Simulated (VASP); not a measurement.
Write the native input for VASP 6.6.1 that does the following.

```yaml
Task: single point
Functional: PBEsol
Potentials_or_basis: VASP PAW PBE potentials, release 64 (V_sv, Si, C)
Cutoff: 450 eV
k_mesh: 2 × 3 × 3
Occupations: gaussian, width 0.03 eV
Spin: collinear spin, ferromagnetic start
Starting_moments: "[1.0, 0.0, 0.0, 0.0, 0.0, 0.0, 0.0, 0.0, 0.0, 0.0, 0.0, 0.0, 0.0, 0.0, 0.0, 0.0, 0.0, 0.0, 0.0, 0.0, 0.0, 0.0, 0.0, 0.0] μB"
Hubbard_terms: V d U = 3 eV
Dq: 0
Further_INCAR_settings: LREAL = Auto; ALGO = All; EDIFF = 1e-05; ISYM = 0
```

The structure of VSi11C12 (a cell with a defect) lies in POSCAR:

```
VSi11C12
1.0
    0.0000000000      6.5370000000      6.5370000000
    4.3580000000      0.0000000000      4.3580000000
    4.3580000000      4.3580000000      0.0000000000
V Si C
1 11 12
Direct
    0.0000000000      0.0000000000      0.0000000000
    0.0000000000      0.0000000000      0.5000000000
    0.0000000000      0.5000000000      0.0000000000
    0.0000000000      0.5000000000      0.5000000000
    0.3333330000      0.0000000000      0.0000000000
    0.3333330000      0.0000000000      0.5000000000
    0.3333330000      0.5000000000      0.0000000000
    0.3333330000      0.5000000000      0.5000000000
    0.6666670000      0.0000000000      0.0000000000
    0.6666670000      0.0000000000      0.5000000000
    0.6666670000      0.5000000000      0.0000000000
    0.6666670000      0.5000000000      0.5000000000
    0.0833333333      0.1250000000      0.1250000000
    0.0833333333      0.1250000000      0.6250000000
    0.0833333333      0.6250000000      0.1250000000
    0.0833333333      0.6250000000      0.6250000000
    0.4166663333      0.1250000000      0.1250000000
    0.4166663333      0.1250000000      0.6250000000
    0.4166663333      0.6250000000      0.1250000000
    0.4166663333      0.6250000000      0.6250000000
    0.7500003333      0.1250000000      0.1250000000
    0.7500003333      0.1250000000      0.6250000000
    0.7500003333      0.6250000000      0.1250000000
    0.7500003333      0.6250000000      0.6250000000
```

The input as run:

INCAR

```
PREC = Accurate ; ENCUT = 450
EDIFF = 1E-5 ; ISMEAR = 0
SIGMA = 0.03 ; LREAL = Auto
LASPH = T ; NELM = 120
ALGO = All ; ISIF = 2
LWAVE = F ; LCHARG = F
ISPIN = 2 ; MAGMOM = 1 0 0 0 0 0 0 0 0 0 0 0 0 0 0 0 0 0 0 0 0 0 0 0
LORBIT = 11 ; LMAXMIX = 4
LDAU = T ; LDAUTYPE = 2
LDAUL = 2 -1 -1 ; LDAUU = 3 0 0
LDAUJ = 0 0 0 ; LDAUPRINT = 1
GGA = PS ; ISYM = 0
KPAR = 4
```

KPOINTS

```
regular mesh
0
Gamma
  2 3 3
```

Potentials or basis: VASP PAW PBE potentials, release 64 (V_sv, Si, C).

Command:

```console
$ cat potpaw_PBE.64/V_sv/POTCAR potpaw_PBE.64/Si/POTCAR potpaw_PBE.64/C/POTCAR > POTCAR
$ mpirun -np 4 vasp_std > vasp.out
```

Results of the run:

```json
{"Largest force": "2.184 eV/Å", "Band gap on the k mesh": "0.16 eV, indirect (least direct gap 0.55 eV)", "Net moment": "1.00 μB per cell", "Site moments": "V +0.94; Si +0.02, -0.00, +0.01, +0.00; C -0.02, -0.00, +0.00 μB", "Valence electrons inside the program's atomic spheres": "V 12.03; Si 1.68, 1.67; C 2.55, 2.54, 2.53"}
```

Caveat: the PAW data sets were made with another functional, which shifts forces and pressure a little; the U is typed as a test and isn't derived for this compound.

It took 4.3 min on 4 MPI ranks on Intel(R) Xeon(R) 6975P-C (Granite Rapids) (shared host), peak memory 0.81 GiB a rank.
